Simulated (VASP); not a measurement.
Method: optB86b-vdW, VASP's PBE PAW potentials (set 64) (plane waves; VASP).

Input for VASP

INCAR:
```
SYSTEM = HfN
PREC = Accurate; ENCUT = 520; LREAL = F
LASPH = T
EDIFF = 1E-7; NELM = 100; ALGO = Normal
LMAXMIX = 6
ISMEAR = -5
GGA = MK; LUSE_VDW = T; AGGAC = 0.0
PARAM1 = 0.1234; PARAM2 = 1.0
ISIF = 2
LWAVE = F; LCHARG = T; LORBIT = 11
NEDOS = 601
```

POSCAR:
```
HfN
1
   -0.0000000000     2.2579857428     2.2579857428
    2.2579857428     0.0000000000     2.2579857428
    2.2579857428     2.2579857428     0.0000000000
Hf N
1 1
Direct
  0.0000000000   0.0000000000   0.0000000000
  0.5000000000   0.5000000000   0.5000000000
```

KPOINTS:
```
Automatic mesh
0
Gamma
 16 16 16
0 0 0
```

POTCAR, in this order: Hf_pv N (PBE.64 set). Program: vasp_std.

Unless said otherwise, spin-orbit coupling is left out, though it shifts the bands of the heavy elements here.

Q: Estimate the energy per atom (σ→0), band gap (on the k-mesh).

A: 
| Item | Result |
|---|---|
| energy per atom (σ→0) | -9.209 eV/atom |
| band gap (on the k-mesh) | none (metal, semimetal or under 0.01 eV) |

### OSZICAR
```
...
DAV:   8    -0.184297632857E+02    0.12154E-01   -0.13547E-01  3740   0.351E+00    0.640E+00
DAV:   9    -0.184193078625E+02    0.10455E-01   -0.60087E-02  3755   0.172E+00    0.159E+00
DAV:  10    -0.184188465170E+02    0.46135E-03   -0.21917E-03  3795   0.433E-01    0.367E-01
DAV:  11    -0.184188418323E+02    0.46846E-05   -0.22913E-04  3927   0.137E-01    0.614E-02
DAV:  12    -0.184188428093E+02   -0.97703E-06   -0.15313E-05  3864   0.373E-02    0.426E-02
DAV:  13    -0.184188425678E+02    0.24157E-06   -0.75501E-07  3782   0.931E-03    0.138E-03
DAV:  14    -0.184188426589E+02   -0.91179E-07   -0.12976E-08  2045   0.104E-03
   1 F= -.18418843E+02 E0= -.18418843E+02  d E =0.000000E+00
```

The compound is HfN in the rock salt structure. It was relaxed first. The electron count is odd and the run is not spin-polarised, which forces a metal.
